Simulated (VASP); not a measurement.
GW runs with VASP on GaAs (zinc blende), on PBE orbitals with a Kohn-Sham gap of 0.51 eV on the mesh.

```
CELL_PARAMETERS angstrom
      0.00000     2.82500     2.82500
      2.82500     0.00000     2.82500
      2.82500     2.82500     0.00000
ATOMIC_POSITIONS crystal
  Ga 0.00000 0.00000 0.00000
  As 0.25000 0.25000 0.25000
```

Run with PREC = Normal, 500 eV cut-off, 4×4×4 Γ-centred mesh, Gaussian smearing of 0.010 eV, potentials Ga_d_GW As_GW.

The mesh is coarse and the basis finite, so the quasiparticle values are not converged.

```csv
run,level,NBANDS,ENCUTGW (eV),QP gap (eV),smallest direct QP gap (eV)
run 1,"G0W0@PBE, 1 step(s)",64,150,1.43,1.43
run 2,"G0W0@PBE, 1 step(s)",160,200,1.38,1.38
run 3,"evGW0@PBE, 4 step(s)",160,200,___,___
```

**Question.** Fill in the missing entries.

**Answer.** 
- run 3, QP gap (eV): 1.51
- run 3, smallest direct QP gap (eV): 1.51

Left out are failed runs and those that VASP or the mesh makes unfit.

The compound is GaAs in the zinc blende structure. The cell was not relaxed at this level.
